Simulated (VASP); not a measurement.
OSZICAR of a VASP run on Zr (relaxed from the omega structure, space group P6/mmm):

File OSZICAR:
```
       N       E                     dE             d eps       ncg     rms          rms(c)
DAV:   1     0.268692520903E+03    0.26869E+03   -0.17831E+04  1760   0.140E+03
DAV:   2    -0.582741923520E+02   -0.32697E+03   -0.32267E+03  2054   0.434E+02
DAV:   3    -0.868078504020E+02   -0.28534E+02   -0.27984E+02  3472   0.854E+01
DAV:   4    -0.883527825851E+02   -0.15449E+01   -0.15314E+01  2480   0.205E+01
DAV:   5    -0.884012795148E+02   -0.48497E-01   -0.48311E-01  2792   0.317E+00    0.243E+01
DAV:   6    -0.697064492062E+02    0.18695E+02   -0.14218E+01  2508   0.260E+01    0.660E+00
DAV:   7    -0.664093120812E+02    0.32971E+01   -0.28948E+00  1952   0.138E+01    0.153E+00
DAV:   8    -0.678443315715E+02   -0.14350E+01   -0.13647E+00  2076   0.878E+00    0.125E+00
DAV:   9    -0.683233349446E+02   -0.47900E+00   -0.27799E-01  2022   0.504E+00    0.573E-01
DAV:  10    -0.680509187514E+02    0.27242E+00   -0.57340E-01  1778   0.643E+00    0.631E-01
DAV:  11    -0.682396306955E+02   -0.18871E+00   -0.64896E-02  1956   0.200E+00    0.185E-01
DAV:  12    -0.682291437849E+02    0.10487E-01   -0.11345E-02  2144   0.849E-01    0.203E-01
DAV:  13    -0.682446043508E+02   -0.15461E-01   -0.30978E-03  1966   0.482E-01    0.723E-02
DAV:  14    -0.682479438616E+02   -0.33395E-02   -0.57979E-03  1826   0.634E-01    0.216E-02
DAV:  15    -0.682479241161E+02    0.19745E-04   -0.57885E-04  2190   0.223E-01    0.194E-02
DAV:  16    -0.682482478093E+02   -0.32369E-03   -0.16325E-04  1996   0.121E-01    0.365E-03
DAV:  17    -0.682482475321E+02    0.27721E-06   -0.20988E-05  2274   0.283E-02    0.240E-03
DAV:  18    -0.682482437840E+02    0.37481E-05   -0.24502E-06  1620   0.139E-02    0.136E-03
DAV:  19    -0.682482483194E+02   -0.45354E-05   -0.10043E-06  1128   0.828E-03    0.147E-03
DAV:  20    -0.682482480126E+02    0.30679E-06   -0.27340E-07  1066   0.374E-03
   1 F= -.68248248E+02 E0= -.68247915E+02  d E =-.682482E+02
       N       E                     dE             d eps       ncg     rms          rms(c)
DAV:   1    -0.696216790807E+02   -0.13734E+01   -0.61901E+01  1776   0.771E+01    0.106E+01
DAV:   2    -0.685343969430E+02    0.10873E+01   -0.67208E+00  2180   0.210E+01    0.465E+00
DAV:   3    -0.682138484624E+02    0.32055E+00   -0.20087E+00  2542   0.103E+01    0.186E+00
DAV:   4    -0.681855698936E+02    0.28279E-01   -0.39129E-01  2280   0.446E+00    0.123E+00
DAV:   5    -0.682219146866E+02   -0.36345E-01   -0.37327E-02  2522   0.136E+00    0.713E-01
DAV:   6    -0.682398675401E+02   -0.17953E-01   -0.80299E-02  2814   0.193E+00    0.212E-01
DAV:   7    -0.682421510314E+02   -0.22835E-02   -0.12598E-02  2240   0.733E-01    0.173E-01
DAV:   8    -0.682430758076E+02   -0.92478E-03   -0.30019E-03  1870   0.453E-01    0.114E-01
DAV:   9    -0.682432789218E+02   -0.20311E-03   -0.24426E-04  2736   0.952E-02    0.634E-02
DAV:  10    -0.682432202304E+02    0.58691E-04   -0.13903E-04  2588   0.979E-02    0.915E-03
DAV:  11    -0.682432903170E+02   -0.70087E-04   -0.28708E-05  2730   0.445E-02    0.565E-03
DAV:  12    -0.682432738222E+02    0.16495E-04   -0.54482E-06  2276   0.189E-02    0.290E-03
DAV:  13    -0.682432836014E+02   -0.97793E-05   -0.21251E-06  1506   0.117E-02    0.197E-03
DAV:  14    -0.682432813029E+02    0.22985E-05   -0.33236E-07   982   0.404E-03    0.628E-04
DAV:  15    -0.682432831159E+02   -0.18130E-05   -0.26425E-07   970   0.293E-03    0.551E-04
DAV:  16    -0.682432827535E+02    0.36241E-06   -0.12422E-07   964   0.200E-03
   2 F= -.68243283E+02 E0= -.68243555E+02  d E =0.496526E-02
       N       E                     dE             d eps       ncg     rms          rms(c)
DAV:   1    -0.686841805682E+02   -0.44090E+00   -0.16885E+01  1768   0.395E+01    0.636E+00
DAV:   2    -0.683538425131E+02    0.33034E+00   -0.15791E+00  1952   0.107E+01    0.226E+00
DAV:   3    -0.682619600992E+02    0.91882E-01   -0.50830E-01  2374   0.519E+00    0.126E+00
DAV:   4    -0.682712484207E+02   -0.92883E-02   -0.74694E-02  2068   0.207E+00    0.575E-01
DAV:   5    -0.682739468326E+02   -0.26984E-02   -0.33333E-02  2748   0.138E+00    0.265E-01
DAV:   6    -0.682780976353E+02   -0.41508E-02   -0.11459E-02  2694   0.612E-01    0.140E-01
DAV:   7    -0.682804484151E+02   -0.23508E-02   -0.20689E-03  1836   0.371E-01    0.106E-01
DAV:   8    -0.682807266634E+02   -0.27825E-03   -0.12230E-03  1954   0.288E-01    0.177E-02
DAV:   9    -0.682807389942E+02   -0.12331E-04   -0.11342E-04  2170   0.820E-02    0.178E-02
DAV:  10    -0.682807420397E+02   -0.30456E-05   -0.89622E-06  2538   0.209E-02    0.112E-02
DAV:  11    -0.682807393710E+02    0.26687E-05   -0.19108E-06  1414   0.132E-02    0.361E-03
DAV:  12    -0.682807441404E+02   -0.47694E-05   -0.47174E-06  1536   0.180E-02    0.106E-03
DAV:  13    -0.682807406378E+02    0.35027E-05   -0.22002E-07  1000   0.498E-03    0.520E-04
DAV:  14    -0.682807423168E+02   -0.16791E-05   -0.44705E-08   970   0.164E-03    0.752E-04
DAV:  15    -0.682807417482E+02    0.56864E-06   -0.17628E-08   946   0.101E-03
   3 F= -.68280742E+02 E0= -.68280620E+02  d E =-.324937E-01
       N       E                     dE             d eps       ncg     rms          rms(c)
DAV:   1    -0.682808715321E+02   -0.12922E-03   -0.57478E-03  1780   0.737E-01    0.114E-01
DAV:   2    -0.682807623662E+02    0.10917E-03   -0.56575E-04  2014   0.200E-01    0.428E-02
DAV:   3    -0.682807204265E+02    0.41940E-04   -0.17337E-04  2440   0.967E-02    0.218E-02
DAV:   4    -0.682807351477E+02   -0.14721E-04   -0.28687E-05  2134   0.402E-02    0.110E-02
DAV:   5    -0.682807330538E+02    0.20939E-05   -0.70338E-06  1990   0.199E-02    0.584E-03
DAV:   6    -0.682807368249E+02   -0.37711E-05   -0.59864E-06  2236   0.157E-02    0.264E-03
DAV:   7    -0.682807379353E+02   -0.11104E-05   -0.58412E-07   928   0.666E-03    0.203E-03
DAV:   8    -0.682807385930E+02   -0.65768E-06   -0.29450E-07   916   0.484E-03
   4 F= -.68280739E+02 E0= -.68280611E+02  d E =-.324906E-01
       N       E                     dE             d eps       ncg     rms          rms(c)
DAV:   1    -0.682813098022E+02   -0.57187E-03   -0.37122E-02  1772   0.163E+00    0.132E-01
DAV:   2    -0.682807797763E+02    0.53003E-03   -0.14257E-03  2212   0.250E-01    0.641E-02
DAV:   3    -0.682808414139E+02   -0.61638E-04   -0.39880E-04  2232   0.164E-01    0.263E-02
DAV:   4    -0.682808204660E+02    0.20948E-04   -0.80710E-05  2406   0.698E-02    0.875E-03
DAV:   5    -0.682808217925E+02   -0.13265E-05   -0.66899E-06  2208   0.159E-02    0.552E-03
DAV:   6    -0.682808201976E+02    0.15949E-05   -0.70835E-06  1982   0.157E-02    0.357E-03
DAV:   7    -0.682808225526E+02   -0.23550E-05   -0.43433E-06  1744   0.136E-02    0.790E-04
DAV:   8    -0.682808213642E+02    0.11883E-05   -0.37700E-07   934   0.533E-03    0.454E-04
DAV:   9    -0.682808219649E+02   -0.60072E-06   -0.12698E-07   916   0.316E-03
   5 F= -.68280822E+02 E0= -.68280720E+02  d E =-.833719E-04
```

Which electronic solver shows in the log?

It is blocked Davidson (ALGO = Normal, or the opening steps of other solvers). The INCAR had ALGO = Normal.

Can the final energy be trusted as converged?

Self-consistency was reached. It stopped with EDIFF = 1E-6, NELM = 100, NSW = 60 and EDIFFG = -0.02 after 5 ionic steps (r2SCAN meta-GGA, plane waves, VASP's PBE PAW potentials (set 64)). Energy and stress use the plane-wave basis of the starting cell.

The structure was generated: Zr was put into the omega type (P6/mmm), which need not be its known phase. This run relaxes it. Symmetry was kept, so distortions that lower it aren't found. The start is the result of an earlier pass.
